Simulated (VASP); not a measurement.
Output of a VASP run:

File OSZICAR:
```
       N       E                     dE             d eps       ncg     rms          rms(c)
DAV:   1     0.131629195482E+03    0.13163E+03   -0.88756E+03   972   0.910E+02
DAV:   2    -0.117165577700E+02   -0.14335E+03   -0.13816E+03  1024   0.297E+02
DAV:   3    -0.238399046532E+02   -0.12123E+02   -0.11389E+02  1374   0.697E+01
DAV:   4    -0.243873295078E+02   -0.54742E+00   -0.53437E+00  1378   0.153E+01
DAV:   5    -0.244047022450E+02   -0.17373E-01   -0.17287E-01  1392   0.236E+00    0.111E+01
DAV:   6    -0.240832940156E+02    0.32141E+00   -0.75355E+00  1516   0.219E+01    0.717E+00
DAV:   7    -0.237575985237E+02    0.32570E+00   -0.19208E+00  1514   0.112E+01    0.393E+00
DAV:   8    -0.237386774821E+02    0.18921E-01   -0.17320E-01  1242   0.310E+00    0.745E-01
DAV:   9    -0.237376488824E+02    0.10286E-02   -0.69591E-03  1492   0.567E-01    0.408E-01
DAV:  10    -0.237371421624E+02    0.50672E-03   -0.28620E-03  1182   0.420E-01    0.102E-01
DAV:  11    -0.237371636938E+02   -0.21531E-04   -0.20309E-04  1458   0.898E-02    0.169E-02
DAV:  12    -0.237371661317E+02   -0.24379E-05   -0.76316E-06  1116   0.244E-02    0.110E-02
DAV:  13    -0.237371663293E+02   -0.19764E-06   -0.62000E-07   596   0.568E-03
   1 F= -.23737166E+02 E0= -.23667286E+02  d E =-.139760E+00
```

### OUTCAR
```
------------------------ aborting loop because EDIFF is reached ----------------------------------------
  FORCE on cell =-STRESS in cart. coord.  units (eV):
  Direction    XX          YY          ZZ          XY          YZ          ZX
  --------------------------------------------------------------------------------------
  Total      -13.1985166    -12.9091832     -8.1520900      0.0000000      0.0000000      0.0000000
  in kB     -280.3783973   -274.2320381   -173.1762746      0.0000000      0.0000000      0.0000000
  external PRESSURE =    -242.5955700 kB  Pullay stress =       0.0000000 kB
  volume of cell :       75.42
      direct lattice vectors                 reciprocal lattice vectors
     1.934662000 -5.112413000  0.000000000     0.258443077 -0.097801175  0.000000000
     1.934662000  5.112413000  0.000000000     0.258443077  0.097801175  0.000000000
     0.000000000  0.000000000  3.812678000     0.000000000  0.000000000  0.262282836
 POSITION                                       TOTAL-FORCE (eV/Angst)
 -----------------------------------------------------------------------------------
      1.93466     -0.65439      0.95317         0.000000     -1.942672      0.000000
      1.93466      0.65439      2.85951         0.000000      1.942672     -0.000000
      1.93466     -3.62726      0.95317         0.000000      0.141202      0.000000
      1.93466      3.62726      2.85951         0.000000     -0.141202      0.000000
 -----------------------------------------------------------------------------------
    total drift:                               -0.000000     -0.000000     -0.000000
  FREE ENERGIE OF THE ION-ELECTRON SYSTEM (eV)
  ---------------------------------------------------
  free  energy   TOTEN  =       -23.7371663293 eV

  energy  without entropy=      -23.5974060959  energy(sigma->0) =      -23.66728621
```
(Selected blocks of OUTCAR.)

### POSCAR
```
PIr
1
    1.9346620000    -5.1124130000     0.0000000000
    1.9346620000     5.1124130000     0.0000000000
    0.0000000000     0.0000000000     3.8126780000
P Ir
2 2
Direct
  0.5640000000   0.4360000000   0.2500000000
  0.4360000000   0.5640000000   0.7500000000
  0.8547500000   0.1452500000   0.2500000000
  0.1452500000   0.8547500000   0.7500000000
```

**Question.** Reconstruct the remaining input files.

**Answer.** One answer among several that fit: the input of the run itself, PBE GGA, plane waves, VASP's PBE PAW potentials (set 64).

KPOINTS:
```
Automatic mesh
0
Gamma
5 5 5
0 0 0
```

**INCAR**
```
! general
SYSTEM  = PIr
PREC    = Accurate
ENCUT   = 300
LREAL   = F
LASPH   = T

! electronic loop
EDIFF   = 1E-6
NELM    = 100
ALGO    = Normal
LMAXMIX = 6

! smearing
ISMEAR  = -1
SIGMA   = 0.1

! functional
GGA     = PE

! ions
ISIF    = 2

! output
LWAVE   = F
LCHARG  = F
```

POTCAR, in this order: P Ir (PBE.64 set). Program: vasp_std.

At this cut-off the stress carries a Pulay error, which pulls relaxed volumes low.

The structure was generated: PIr was put into an ordered model structure, which need not be its known phase. The cell was not relaxed at this level. The k-mesh is coarse (spacing up to 0.35 per Å, 2π included), so the numbers may not be converged in it. The run is one of a series of settings (KPOINTS 5×5×5 Γ-centred mesh against the base run), some of them coarse on purpose.
